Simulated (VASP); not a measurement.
Here is the system:

```
CELL_PARAMETERS angstrom
      4.69710     0.00000     0.00000
      0.00000     4.69710     0.00000
      0.00000     0.00000     4.69710
ATOMIC_POSITIONS crystal
  Cs 0.00000 0.00000 0.00000
  I  0.50000 0.50000 0.50000
```

Level of theory: PBEsol GGA, VASP's PBE PAW potentials (set 64) (plane waves; VASP 6.6.1). Settings: 480 eV cut-off, 6×6×6 Γ-centred mesh, Gaussian smearing of 0.050 eV, potentials Cs_sv I.

### Question
Give the stress tensor in GPa (positive for a compressed cell).

### Answer

```
-1.12   0.00   0.00
 0.00  -1.12   0.00
 0.00   0.00  -1.12
```
The pressure is its mean diagonal, -1.12 GPa.

The compound is CsI in the CsCl type structure. This cell was strained or had an atom moved on purpose.
